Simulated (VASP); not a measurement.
A convergence study with VASP on RbCl (rock salt): one setting is varied, all else stays as given below, so the limit is that of these other settings. ε∞ is the independent-particle value.

```
RbCl
1.0
    0.00000     3.29000     3.29000
    3.29000     0.00000     3.29000
    3.29000     3.29000     0.00000
Rb Cl
1 1
Cartesian
  0.00000   0.00000   0.00000
  3.29000   3.29000   3.29000
```

Calculation: PBE GGA, VASP's PBE PAW potentials (set 64) (plane waves; VASP 6.6.1). The tightest run used: 550 eV cut-off, 6×6×6 Γ-centred mesh, Gaussian smearing of 0.050 eV, potentials Rb_sv Cl.

```tsv
setting	mean ε∞	bands
NBANDS = 9	1.38	9
NBANDS = 10	1.60	10
NBANDS = 12	1.94	12
```

Problem. These are the cheaper rows. Estimate the results at NBANDS = 136, and how far the last row shown lies from them.

Solution. 
```json
[
 {"quantity": "mean ε∞", "tightest run": "2.59", "last row shown is off by": "-0.65"}
]
```

Left out are rungs that failed or repeat a setting and relaxations that didn't move; long series are thinned to 24 rows.

The compound is RbCl in the rock salt structure. The cell was not relaxed at this level.
